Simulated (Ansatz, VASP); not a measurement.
# Cross-check of SiGe between VASP and Ansatz, part 2 of 2

One calculation is typed for both programs; each brings its own data sets. How far apart do they land? The cell is generated by rule, not measured, and may not be a known phase. Of the first pair: The two relaxations start from unlike cells of this crystal (the structure described is Ansatz's start), so only their ends are compared.

VASP 6.6.1 and Ansatz 0.2.0.

So far: Starting point; VASP: relaxation of cell and atoms, PBEsol, pair 1; Ansatz: relaxation of cell and atoms, PBEsol, pair 1; Differences.

**5. VASP: relaxation of cell and atoms, PBEsol, pair 2**

Level of this step: PBEsol; plane waves and PAW (Si, Ge_d); invented cell (VASP).

The relaxed volume is the usual yardstick between codes: in a stiff, nearly cubic crystal its relative difference is about their pressure difference at one cell divided by the bulk modulus. Its start cell is another than that of the pair before, and may be another structure of the material.

INCAR reads:

```
SYSTEM = SiGe
PREC = Accurate
ENCUT = 500
EDIFF = 1E-07
NELM = 120
ISMEAR = 0
SIGMA = 0.1
LREAL = .FALSE.
ALGO = Normal
GGA = PS
NBANDS = 24
LORBIT = 11
LWAVE = .FALSE.
LCHARG = .FALSE.
ISIF = 3
IBRION = 2
NSW = 80
EDIFFG = -0.005
LASPH = .TRUE.
GGA_COMPAT = .FALSE.
NELMIN = 4
KPAR = 2
```

POSCAR reads:

```
SiGe
1.0
    3.6815500000     -0.0000030000      0.0000000000
   -1.8407720000      3.1883170000      0.0000000000
    0.0000000000      0.0000000000      5.9740880000
Si Ge
2 2
Direct
    0.0000000000      0.0000000000      0.0000000000
    0.0000000000      0.0000000000      0.5000000000
    0.3333333333      0.6666666667      0.2500000000
    0.6666666667      0.3333333333      0.7500000000
```

KPOINTS reads:

```
Automatic mesh
0
Gamma
12 12 6
0 0 0
```

The projector-augmented-wave data sets are Si and Ge_d (PBE family, release 64).

On the command line:

```console
mpirun -np 2 vasp_std
```

Numbers of over 12 decimals in the logs are rounded to 6 here.

Log:

```text
[banner, memory and clock lines left out]
running    2 mpi-ranks, on    1 nodes
[...]
[... a notice as in an earlier step ...]

 LDA part: xc-table for (Slater+PW92), standard interpolation
 POSCAR, INCAR and KPOINTS ok, starting setup
[...]
entering main loop
       N       E                     dE             d eps       ncg     rms          rms(c)
DAV:   1     0.249836732627E+03    0.24984E+03   -0.17532E+04  4240   0.333E+03
DAV:   2     0.179990565400E+02   -0.23184E+03   -0.22517E+03  3736   0.692E+02
DAV:   3    -0.190777850773E+02   -0.37077E+02   -0.36730E+02  4544   0.154E+02
DAV:   4    -0.203456692566E+02   -0.12679E+01   -0.12671E+01  4320   0.315E+01
[...]
DAV:  11    -0.202691378938E+02    0.20173E-06   -0.25124E-06  4864   0.158E-02    0.191E-03
DAV:  12    -0.202691377111E+02    0.18277E-06   -0.48846E-07  4520   0.110E-02    0.671E-04
DAV:  13    -0.202691376705E+02    0.40557E-07   -0.28554E-08  2600   0.140E-03
   1 F= -.20269138E+02 E0= -.20264653E+02  d E =-.202691E+02
[... from here on, the cycles between the ionic steps are left out ...]
   2 F= -.20269697E+02 E0= -.20265210E+02  d E =-.558977E-03
   3 F= -.20270701E+02 E0= -.20266406E+02  d E =-.156361E-02
   4 F= -.20271049E+02 E0= -.20266775E+02  d E =-.347978E-03
   5 F= -.20271436E+02 E0= -.20267132E+02  d E =-.734598E-03
[...]
reached required accuracy - stopping structural energy minimisation
```

From OUTCAR (step 5):

```text
  Total        0.0072953      0.0072953     -0.0099865      0.0000000      0.0000000      0.0000000
  in kB        0.1662415      0.1662415     -0.2275675      0.0000000      0.0000000      0.0000000
  external PRESSURE =       0.0349718 kB  Pullay stress =       0.0000000 kB

 POSITION                                       TOTAL-FORCE (eV/Angst)
 -----------------------------------------------------------------------------------
      0.00000     -0.00000      0.00000        -0.000000     -0.000000      0.000000
      0.00000     -0.00000      2.94905        -0.000000     -0.000000      0.000000
      0.00000      2.14202      1.47453         0.000000      0.000000     -0.000000
      1.85505      1.07101      4.42358        -0.000000      0.000000      0.000000
 -----------------------------------------------------------------------------------
    total drift:                                0.000000     -0.000000      0.000000

  FREE ENERGIE OF THE ION-ELECTRON SYSTEM (eV)
  ---------------------------------------------------
  free  energy   TOTEN  =       -20.2714358799 eV

  energy  without entropy=      -20.2628280459  energy(sigma->0) =      -20.26713196

[... 1 part as in an earlier step ...]

[... 3 further parts left out ...]
[key lines of the parts left out:]
E-fermi :   7.3620
```

**6. Ansatz: relaxation of cell and atoms, PBEsol, pair 2**

The same cell, functional, mesh and smearing now go to Ansatz, which takes its cutoff from its data sets.

The cell is taken from a series of runs on this material, whose earlier steps may have relaxed, scaled, displaced or heated it; both programs get it as it stands.

input.yaml reads:

```yaml
crystal:
  lattice:
    - [3.6815498477, -3.2281e-06, 0.0]
    - [-1.8407721283, 3.1883173074, 0.0]
    - [0.0, 0.0, 5.9740879201]
  atoms:
    - { symbol: Si, position: [0.0, 0.0, 0.0] }
    - { symbol: Si, position: [0.0, 0.0, 0.5] }
    - { symbol: Ge, position: [0.3333333333, 0.6666666667, 0.25] }
    - { symbol: Ge, position: [0.6666666667, 0.3333333333, 0.75] }
kpoints:
  mp_grid: { grid: [12, 12, 6] }
hamiltonian:
  xc: pbesol
scf:
  occupations: { method: gaussian, width: 0.1 }
output:
  forces: true
  stress: true
  eigenvalues: true
  write_density: true
  write_potential: true
  elf: true
  volumetric_format: npy
relax:
  adjacent_minimum: "off"
  f_tol: 0.005
  max_steps: 80
  cell: { stress_tol: 0.05 }
```

On the command line:

```console
ansatz run input.yaml --threads 4 --pin off --max-ram 7168MiB --backend cpu --events-out ev --progress --plain --runs-dir out
```

Log:

```text
[...]
Crystal: 4 atoms, lattice volume = 70.124 Å³
Basis set: ecut = 420 eV, 1387 PW (Γ), exchange–correlation on 50×50×80 points (8 copies of the dense FFT grid, shifted against one another)
Bands: 22, of which v1, the nominal top of the filled ones, is band 18 counted from 1 (17 counted from 0)
Symmetry: 24 space group operations
[...]
k-points: 76 of 864
[...]
--- Relaxed structure (5 steps of the walk, 4 accepted, 1 SCFs on fresh bases) ---
[...]
cell:  # Å, volume = 70.3404 Å³
    - [3.712324, -3.255045223506067e-6, 0]
    - [-1.856159, 3.214969, 0]
    - [0, 0, 5.893624]
  atoms:
    - { symbol: Si, position: [0, 0, 0] }
    - { symbol: Si, position: [0, 0, 0.5] }
    - { symbol: Ge, position: [0.333333, 0.666667, 0.25] }
    - { symbol: Ge, position: [0.666667, 0.333333, 0.750000] }
[key lines of the parts left out:]
SCF converged after 5 iterations
Free energy (F): -9748.886436 eV
Fermi energy:    9.891343 eV
P = ⅓ Tr σ = -0.0047 GPa (-0.047 kbar)
```

**7. Comparison**

Both answers:

```tsv
quantity	Ansatz	VASP	difference
volume (Å³)	70.34	70.31	+0.04 %
edge a after relaxation, in the typed setting (Å)	3.712	3.710	+0.06 %
edge c after relaxation, in the typed setting (Å)	5.894	5.898	-0.08 %
```

**8. Results**

```json
{
 "difference in volume (relaxation of cell and atoms, PBEsol, pair 1)": "-0.17 %",
 "difference in edge c after relaxation, in the typed setting (relaxation of cell and atoms, PBEsol, pair 2)": "-0.076 %"
}
```

In words: The difference in volume is -0.17 % (relaxation of cell and atoms, PBEsol, pair 1), within the 1.2 % picked in this series as the mark of a large difference, as far as the stopping tolerances let one tell. 1 further run of this series is not shown here. Such differences can come from data sets, numerical settings and the points named under the comparisons, not from the functional's error against experiment.

[Lines on the potential files, build, host, timing and source positions are cut from VASP's logs without a mark.]

[Logs are printed without paths, hosts, clocks, repeated set-up lines and the standing remarks that a program may print on its own settings, such as how far it seeks lower states.]

[Hosts, paths, dates, database ids (printed as entryN), source tags and the programs' standing remarks are cut or masked in the printed files.]
